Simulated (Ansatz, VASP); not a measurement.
# NiO (rocksalt prototype): VASP beside Ansatz, part 2 of 3

One calculation is typed for both programs; each brings its own data sets. How far apart do they land? The start cell is built, not measured: As first built, before any earlier steps moved the atoms or strained the cell (in the runner's words): rocksalt prototype, lattice guessed from radii. The cell is taken from a series of runs on this material, whose earlier steps may have relaxed, scaled, displaced or heated it; both programs get it as it stands.

VASP 6.6.1 and Ansatz 0.2.0.

So far: Set-up; Ansatz: single point, LDA, DFT+U, pair 1.

**3. VASP: single point, LDA, DFT+U, pair 1**

Level of this step: LDA, DFT+U (Ni d 7.2 eV), spin-polarised from a ferrimagnetic start; plane waves and PAW (Ni, O) (VASP).

The same cell, functional (in two slightly different forms), mesh and smearing now go to VASP, with its own data sets.

Lines of VASP's logs that name or quote its potential files are left out, and so is its time.

INCAR reads:

```
SYSTEM = NiO
PREC = Accurate
ENCUT = 520
EDIFF = 1E-06
NELM = 200
ISMEAR = -1
SIGMA = 0.05
LREAL = .FALSE.
ALGO = Normal
GGA = PW92
NBANDS = 35
ISPIN = 2
MAGMOM = 1.68 1.68 -1.65 0.2 0.01 0.01
LDAU = .TRUE.
LDAUTYPE = 2
LDAUL = 2 -1
LDAUU = 7.2 0
LDAUJ = 0 0
LDAUPRINT = 1
LASPH = .TRUE.
LMAXMIX = 4
LORBIT = 11
LWAVE = .FALSE.
LCHARG = .FALSE.
ISIF = 2
GGA_COMPAT = .FALSE.
KPAR = 2
```

POSCAR reads:

```
NiO
1.0
    0.0000000000      2.1013440500      2.1013440500
   -2.1013440500      0.0000000000     -2.1013440500
   -4.2026881000     -4.2026881000      4.2026881000
Ni O
3 3
Direct
    0.0000000000      0.0000000000      0.0000000000
    0.3333333330      0.6666666670      0.6666666670
    0.6666666670      0.3333333330      0.3333333330
    0.6666666670      0.3333333330      0.8333333330
    0.0000000000      0.0000000000      0.5000000000
    0.3333333330      0.6666666670      0.1666666670
```

KPOINTS reads:

```
Automatic mesh
0
Gamma
11 11 4
0 0 0
```

Potentials, in the order of the species: Ni and O (LDA family, release 64).

Started as:

```sh
$ mpirun -np 2 vasp_std
```

Numbers of over 12 decimals in the logs are rounded to 6 here.

Output:

```text
[banner, memory and clock lines left out]
running    2 mpi-ranks, on    1 nodes
 distrk:  each k-point on    1 cores,    2 groups
 distr:  one band on    1 cores,    1 groups

 POSCAR found type information on POSCAR NiO
 POSCAR found :  2 types and       6 ions
|                                                                             |
|               ----> ADVICE to this user running VASP <----                  |
|                                                                             |
|     You enforced a specific xc type in the INCAR file but a different       |
|     [... a line on the potential file left out ...]
|     I HOPE YOU KNOW WHAT YOU ARE DOING!                                     |
|                                                                             |

 LDA part: xc-table for (Slater(with rela. corr.)+PW92), standard interpolation
 POSCAR, INCAR and KPOINTS ok, starting setup
 FFT: planning ... GRIDC
 FFT: planning ... GRID_SOFT
 FFT: planning ... GRID
 WAVECAR not read
 entering main loop
       N       E                     dE             d eps       ncg     rms          rms(c)
DAV:   1     0.447766343044E+03    0.44777E+03   -0.22227E+04  8304   0.183E+03
DAV:   2     0.297859714830E+02   -0.41798E+03   -0.38189E+03  8277   0.408E+02
DAV:   3    -0.303514446622E+02   -0.60137E+02   -0.57103E+02  8909   0.169E+02
DAV:   4    -0.323053928458E+02   -0.19539E+01   -0.19385E+01  9549   0.320E+01
DAV:   5    -0.323357233360E+02   -0.30330E-01   -0.30320E-01 10232   0.382E+00    0.267E+01
DAV:   6    -0.322788051543E+02    0.56918E-01   -0.34243E+01 11011   0.117E+02    0.305E+01
DAV:   7    -0.338604130225E+02   -0.15816E+01   -0.86268E+00  9025   0.330E+01    0.168E+01
DAV:   8    -0.342264710451E+02   -0.36606E+00   -0.15839E+00 11562   0.177E+01    0.121E+01
DAV:   9    -0.345620690690E+02   -0.33560E+00   -0.45175E-01 10188   0.156E+01    0.243E+00
DAV:  10    -0.345619641163E+02    0.10495E-03   -0.20210E-01 11455   0.511E+00    0.873E-01
DAV:  11    -0.345638384698E+02   -0.18744E-02   -0.55087E-02  8521   0.219E+00    0.414E-01
DAV:  12    -0.345643267702E+02   -0.48830E-03   -0.26646E-03 12399   0.667E-01    0.200E-01
DAV:  13    -0.345647402545E+02   -0.41348E-03   -0.11628E-03 12956   0.478E-01    0.760E-02
DAV:  14    -0.345647963137E+02   -0.56059E-04   -0.37610E-04  9694   0.201E-01    0.304E-02
DAV:  15    -0.345648132815E+02   -0.16968E-04   -0.30180E-05 11193   0.890E-02    0.190E-02
DAV:  16    -0.345648218841E+02   -0.86026E-05   -0.88019E-06 10869   0.424E-02    0.140E-02
DAV:  17    -0.345648305885E+02   -0.87044E-05   -0.54417E-06  9135   0.430E-02    0.952E-03
DAV:  18    -0.345648406002E+02   -0.10012E-04   -0.20362E-05 11798   0.811E-02    0.469E-03
DAV:  19    -0.345648420103E+02   -0.14101E-05   -0.80311E-06 11500   0.302E-02    0.314E-03
DAV:  20    -0.345648420948E+02   -0.84565E-07   -0.60167E-07  4873   0.794E-03
   1 F= -.34564842E+02 E0= -.34564842E+02  d E =-.338470E-10  mag=     2.0000
```

Parts of OUTCAR (step 3):

```text
ion  position               nearest neighbor table
   1  0.000  0.000  0.000-   4 2.10   6 2.10   4 2.10   6 2.10   4 2.10   6 2.10   2 2.97   3 2.97
                             3 2.97   2 2.97   2 2.97   3 2.97
   2  0.333  0.667  0.667-   4 2.10   4 2.10   5 2.10   4 2.10   5 2.10   5 2.10   1 2.97   1 2.97
                             1 2.97   3 2.97   3 2.97   3 2.97
   3  0.667  0.333  0.333-   6 2.10   6 2.10   6 2.10   5 2.10   5 2.10   5 2.10   1 2.97   1 2.97
                             1 2.97   2 2.97   2 2.97   2 2.97
   4  0.667  0.333  0.833-   2 2.10   2 2.10   2 2.10   1 2.10   1 2.10   1 2.10
   5  0.000  0.000  0.500-   2 2.10   3 2.10   3 2.10   2 2.10   3 2.10   2 2.10
   6  0.333  0.667  0.167-   3 2.10   3 2.10   3 2.10   1 2.10   1 2.10   1 2.10

  LATTYP: Found a hexagonal cell.
 ALAT       =     2.9717492547
 C/A-ratio  =     2.4494897428

 Subroutine GETGRP returns: Found 12 space group operations
 (whereof 12 operations were pure point group operations)

The static configuration has the point symmetry D_3d.

 Found     58 irreducible k-points:

   k-points           NKPTS =     58   k-points in BZ     NKDIM =     58   number of bands    NBANDS=     35

   dimension x,y,z NGX =    24 NGY =   24 NGZ =   54
   dimension x,y,z NGXF=    48 NGYF=   48 NGZF=  108

   ENCUT  =  520.0 eV  38.22 Ry    6.18 a.u.   5.53  5.53 13.53*2*pi/ulx,y,z

   NELECT =      48.0000    total number of electrons

 k-points in reciprocal lattice and weights: Automatic mesh
   0.00000000  0.00000000  0.00000000       0.002
   0.09090909  0.00000000  0.00000000       0.012
   0.18181818  0.00000000  0.00000000       0.012
   0.27272727  0.00000000  0.00000000       0.012
   0.36363636  0.00000000  0.00000000       0.012
   0.45454545  0.00000000  0.00000000       0.012
   0.09090909  0.09090909  0.00000000       0.012
   0.18181818  0.09090909  0.00000000       0.025
   0.27272727  0.09090909  0.00000000       0.025
[...]
0.27272727  0.27272727  0.50000000       0.012
   0.36363636  0.27272727  0.50000000       0.012

atom =   1  type =  1  l = 2

 onsite density matrix

spin component  1

  0.9856 -0.0000 -0.0000 -0.0000 -0.0000
 -0.0000  0.9856 -0.0000  0.0000  0.0000
 -0.0000 -0.0000  1.0378 -0.0000  0.0000
 -0.0000  0.0000 -0.0000  0.9856 -0.0000
 -0.0000  0.0000  0.0000 -0.0000  1.0378

spin component  2

  0.9842 -0.0000  0.0003 -0.0000 -0.0000
 -0.0000  0.9842  0.0001  0.0000 -0.0002
  0.0003  0.0001  0.1522  0.0001  0.0000
 -0.0000  0.0000  0.0001  0.9842  0.0002
 -0.0000 -0.0002  0.0000  0.0002  0.1522

 occupancies and eigenvectors

[...]
o =  0.1613  v =  0.0004  0.0002 -1.0000  0.0002  0.0000  0.0000  0.0000  0.0000  0.0000  0.0000      0.0000  0.0000  0.0000  0.0000  0.0000  0.0000  0.0000  0.0000  0.0000  0.0000
  o =  0.9840  v =  0.0000 -0.7071 -0.0000  0.7071  0.0005  0.0000  0.0000  0.0000  0.0000  0.0000      0.0000  0.0000  0.0000  0.0000  0.0000  0.0000  0.0000  0.0000  0.0000  0.0000
  o =  0.9840  v = -0.8165 -0.4082 -0.0005 -0.4082 -0.0000  0.0000  0.0000  0.0000  0.0000  0.0000      0.0000  0.0000  0.0000  0.0000  0.0000  0.0000  0.0000  0.0000  0.0000  0.0000
  o =  0.9840  v =  0.5774 -0.5774  0.0000 -0.5774 -0.0000  0.0000  0.0000  0.0000  0.0000  0.0000      0.0000  0.0000  0.0000  0.0000  0.0000  0.0000  0.0000  0.0000  0.0000  0.0000
  o =  0.9856  v =  0.0000  0.0000  0.0000  0.0000  0.0000  0.0124  0.7132  0.0000 -0.7008 -0.0016      0.0000  0.0000  0.0000  0.0000  0.0000  0.0000  0.0000  0.0000  0.0000  0.0000
  o =  0.9856  v =  0.0000  0.0000  0.0000  0.0000  0.0000  0.8164  0.3975  0.0016  0.4189  0.0000      0.0000  0.0000  0.0000  0.0000  0.0000  0.0000  0.0000  0.0000  0.0000  0.0000
  o =  0.9856  v =  0.0000  0.0000  0.0000  0.0000  0.0000 -0.5774  0.5774 -0.0000  0.5774  0.0000      0.0000  0.0000  0.0000  0.0000  0.0000  0.0000  0.0000  0.0000  0.0000  0.0000
  o =  1.0345  v =  0.0000  0.0000  0.0000  0.0000  0.0000  0.0000  0.0011 -0.0000 -0.0011  1.0000      0.0000  0.0000  0.0000  0.0000  0.0000  0.0000  0.0000  0.0000  0.0000  0.0000
  o =  1.0345  v =  0.0000  0.0000  0.0000  0.0000  0.0000  0.0013  0.0006 -1.0000  0.0006 -0.0000      0.0000  0.0000  0.0000  0.0000  0.0000  0.0000  0.0000  0.0000  0.0000  0.0000

 average (electrostatic) potential at core
       1 -84.7544       2 -84.7544       3 -84.6991       4 -68.9402       5 -69.0522
       6 -69.0522

 E-fermi :   6.8509

 spin component 1
 k-point     1 :       0.0000    0.0000    0.0000
  band No.  band energies     occupation
    ...
     21       4.8829      1.00000
     22       4.8829      1.00000
     23       4.8875      1.00000
     24       5.8464      1.00000
     25       5.8464      1.00000
     26       8.9424      0.00000
     27       9.6691      0.00000
     28       9.6693      0.00000
     29      12.4405      0.00000
     30      12.4623      0.00000
    ...

 k-point     2 :       0.0909    0.0000    0.0000
  band No.  band energies     occupation
    ...
     21       4.5756      1.00000
     22       5.0104      1.00000
     23       5.0671      1.00000
     24       5.5090      1.00000
     25       5.7397      1.00000
     26       9.4273      0.00000
     27       9.5978      0.00000
     28       9.6810      0.00000
     29      12.8313      0.00000
     30      12.8803      0.00000
    ...

 k-point     3 :       0.1818    0.0000    0.0000
  band No.  band energies     occupation
    ...
     21       4.2581      1.00000
     22       4.6958      1.00000
     23       5.1214      1.00000
     24       5.2384      1.00000
     25       5.5075      1.00000
     26       9.3596      0.00000
     27       9.7092      0.00000
     28      10.7092      0.00000
     29      13.6291      0.00000
     30      13.7414      0.00000
    ...

 k-point     4 :       0.2727    0.0000    0.0000
  band No.  band energies     occupation
    ...
     21       4.0240      1.00000
     22       4.1728      1.00000
     23       4.9062      1.00000
     24       5.1942      1.00000
     25       5.4637      1.00000
     26       9.4409      0.00000
     27       9.7405      0.00000
     28      11.9665      0.00000
     29      14.0339      0.00000
     30      14.5079      0.00000
    ...

 k-point     5 :       0.3636    0.0000    0.0000
  band No.  band energies     occupation
    ...
     21       3.7299      1.00000
     22       4.1299      1.00000
     23       4.5898      1.00000
     24       5.1405      1.00000
     25       5.5133      1.00000
     26       9.6395      0.00000
     27       9.7646      0.00000
     28      13.0267      0.00000
     29      13.6986      0.00000
     30      14.7668      0.00000
    ...

 k-point     6 :       0.4545    0.0000    0.0000
  band No.  band energies     occupation
    ...
     21       3.5726      1.00000
     22       4.1444      1.00000
     23       4.4179      1.00000
     24       5.1212      1.00000
     25       5.5378      1.00000
     26       9.7773      0.00000
     27       9.7885      0.00000
     28      13.2491      0.00000
     29      13.8487      0.00000
     30      14.4272      0.00000
    ...

  Total       -7.6296677     -7.6296677     -7.6296677     -0.0193609      0.0193609      0.0193609
  in kB     -219.5702312   -219.5702312   -219.5702312     -0.5571775      0.5571775      0.5571775
  external PRESSURE =    -219.5702312 kB  Pullay stress =       0.0000000 kB

  energy-cutoff  :      520.00
  volume of cell :       55.67
      direct lattice vectors                 reciprocal lattice vectors
     0.000000000  2.101344050  2.101344050    -0.158628633  0.317257265  0.158628633
    -2.101344050  0.000000000 -2.101344050    -0.317257265  0.158628633 -0.158628633
    -4.202688100 -4.202688100  4.202688100    -0.079314316 -0.079314316  0.079314316

 POSITION                                       TOTAL-FORCE (eV/Angst)
 -----------------------------------------------------------------------------------
      0.00000      0.00000      0.00000        -0.019557     -0.019557      0.019557
     -4.20269     -2.10134      2.10134         0.019557      0.019557     -0.019557
     -2.10134      0.00000      2.10134        -0.000000     -0.000000     -0.000000
     -4.20269     -2.10134      4.20269        -0.000000     -0.000000     -0.000000
     -2.10134     -2.10134      2.10134         0.012168      0.012168     -0.012168
     -2.10134     -0.00000      0.00000        -0.012168     -0.012168      0.012168
 -----------------------------------------------------------------------------------
    total drift:                               -0.000003     -0.000003      0.000003

  FREE ENERGIE OF THE ION-ELECTRON SYSTEM (eV)
  ---------------------------------------------------
  free  energy   TOTEN  =       -34.5648420948 eV

  energy  without entropy=      -34.5648420948  energy(sigma->0) =      -34.56484209

 total charge
# of ion       s       p       d       tot
------------------------------------------
    1        0.343   0.417   8.260   9.020
    2        0.343   0.417   8.260   9.020
    3        0.341   0.415   8.271   9.027
    4        1.534   3.443   0.000   4.977
    5        1.536   3.434   0.000   4.971
    6        1.536   3.434   0.000   4.971
--------------------------------------------------
tot          5.633  11.560  24.792  41.985

 magnetization (x)
# of ion       s       p       d       tot
------------------------------------------
    1        0.004   0.004   1.773   1.780
    2        0.004   0.004   1.773   1.780
    3        0.002   0.005  -1.749  -1.741
    4        0.016   0.147   0.000   0.163
    5        0.000   0.006   0.000   0.006
    6        0.000   0.006   0.000   0.006
--------------------------------------------------
tot          0.027   0.171   1.796   1.994

[... 6 further parts left out ...]
```

The magnetic state follows from one typed start and may not be the lowest.

**4. Comparison**

Known differences besides the potentials themselves: VASP starts from the moments at which Ansatz ended; U acts on the PAW sphere in VASP and on atomic orbitals in Ansatz, so only states and trends compare; the data sets hold 72 valence electrons in Ansatz (on its default PAW (the set named soft_2) files) and 48 in VASP; the cutoff is 420 eV in Ansatz and 520 eV in VASP; VASP's log shows a relativistic correction to its local exchange, Ansatz's none; site moments are counted in spheres of each program's own size. Total energies have different zeros and are not compared.

The two programs side by side:

| quantity | Ansatz | VASP | difference |
| --- | --- | --- | --- |
| gap on the k mesh (eV) | 2.601 | 3.036 | -0.435 |
| total moment (μB) | 2.00 | 2.00 | 0.00 |
| moment on Ni1 (μB) | 1.68 | 1.78 | -0.10 |
| moment on Ni2 (μB) | 1.68 | 1.78 | -0.10 |
| moment on Ni3 (μB) | -1.65 | -1.74 | +0.09 |
| moment on O4 (μB) | 0.20 | 0.16 | +0.03 |

A gap on the mesh is an upper bound, since the band edges may lie between its points.

**5. Other set-ups**

Further runs change the set-up of one program: Ansatz's method, potentials or start, or VASP's data sets, cutoff or form of LDA. The table gives Ansatz less VASP for each quantity, since a change that brings one quantity closer may part another.

| run | gap on the k mesh (eV) | total moment (μB) |
| --- | --- | --- |
| as above | -0.44 | 0 |
| VASP with the data sets Ni_sv_GW and O | -0.11 | 0 |

**6. Ansatz: single point, LDA, DFT+U, pair 2**

A single point takes one fixed geometry, so differences don't come from the geometry; what else differs is listed under the comparison.

The cell is taken from a series of runs on this material, whose earlier steps may have relaxed, scaled, displaced or heated it; both programs get it as it stands.

input.yaml reads:

```yaml
crystal:
  lattice:
    - [0.0, 2.10134405, 2.10134405]
    - [-2.10134405, 0.0, -2.10134405]
    - [-4.2026881, -4.2026881, 4.2026881]
  atoms:
    - { symbol: Ni, position: [0.0, 0.0, 0.0], spin: 2.0 }
    - { symbol: Ni, position: [0.333333333, 0.666666667, 0.666666667], spin: 2.0 }
    - { symbol: Ni, position: [0.666666667, 0.333333333, 0.333333333], spin: 2.0 }
    - { symbol: O, position: [0.666666667, 0.333333333, 0.833333333] }
    - { symbol: O, position: [0.0, 0.0, 0.5] }
    - { symbol: O, position: [0.333333333, 0.666666667, 0.166666667] }
magnetization:
  spin_polarized: true
kpoints:
  mp_grid: { grid: [11, 11, 4] }
hamiltonian:
  xc: lda
  hubbard:
    sites:
      - { species: Ni, l: d, u_eff: 9.6 }
      - { site: 0, l: d, u_eff: 9.6, starting_ns: [{ spin: up, occupation_matrix: ni1_major }, { spin: down, occupation_matrix: ni1_minor }] }
      - { site: 1, l: d, u_eff: 9.6, starting_ns: [{ spin: up, occupation_matrix: ni1_major }, { spin: down, occupation_matrix: ni1_minor }] }
      - { site: 2, l: d, u_eff: 9.6, starting_ns: [{ spin: up, occupation_matrix: ni1_major }, { spin: down, occupation_matrix: ni1_minor }] }
    projectors: ortho-atomic
    occupation_matrices:
      ni1_major:
        matrix:
          - [0.998, 0.0, 0.0, 0.0, 0.0]
          - [0.0, 0.999, 0.0, 0.0, 0.0]
          - [0.0, 0.0, 0.999, 0.0, 0.0]
          - [0.0, 0.0, 0.0, 0.998, 0.0]
          - [0.0, 0.0, 0.0, 0.0, 0.999]
      ni1_minor:
        matrix:
          - [0.12, 0.0, 0.0, 0.0, 0.0]
          - [0.0, 0.998, 0.0, 0.0, 0.0]
          - [0.0, 0.0, 0.998, 0.0, 0.0]
          - [0.0, 0.0, 0.0, 0.12, 0.0]
          - [0.0, 0.0, 0.0, 0.0, 0.998]
scf:
  occupations: { method: fermi_dirac, width: 0.05 }
output:
  eigenvalues: true
```

Started as:

```sh
$ ansatz run input.yaml --threads 4 --pin off --max-ram 8192MiB --backend cpu --events-out ev --progress --plain --runs-dir out
```

Output:

```text
[...]
Crystal: 6 atoms, lattice volume = 55.673 Å³
Basis set: ecut = 420 eV, 1057 PW (Γ)
Bands: 47, of which v1, the nominal top of the filled ones, is band 36 counted from 1 (35 counted from 0)
Symmetry: 36 space group operations
[...]
k-points: 58 of 484
[...]
Starting moments: Σ|m| = 6 μB on 3 of 6 sites
[...]
k-point 1 ↑: bands = [... 32 lower, 10.9134, 11.5052, 11.5052, 12.1579, 12.1579, 12.7686, 12.7686, 15.6839, ... 7 higher]
  k-point 2 ↑: bands = [... 32 lower, 10.0159, 11.7886, 11.7886, 11.7886, 11.7886, 12.8613, 12.8613, 16.8096, ... 7 higher]
  k-point 57 ↓: bands = [... 32 lower, 10.2678, 16.5672, 16.5672, 16.8294, 17.0580, 17.0580, 17.3199, 21.9802, ... 7 higher]
Occupation matrices written to <dir>
[key lines of the parts left out:]
SCF converged after 13 iterations
Magnetization: 6.0000 μB (39.0000 up, 33.0000 down)
Free energy (F): -18975.685336 eV
Fermi energy:    14.073715 eV
```

[end of part 2 of 3]

[Lines on the potential files, build, host, timing and source positions are cut from VASP's logs without a mark.]

[Logs are printed without paths, hosts, clocks, repeated set-up lines and the standing remarks that a program may print on its own settings, such as how far it seeks lower states.]

[Hosts, paths, dates, database ids (printed as entryN), source tags and the programs' standing remarks are cut or masked in the printed files.]
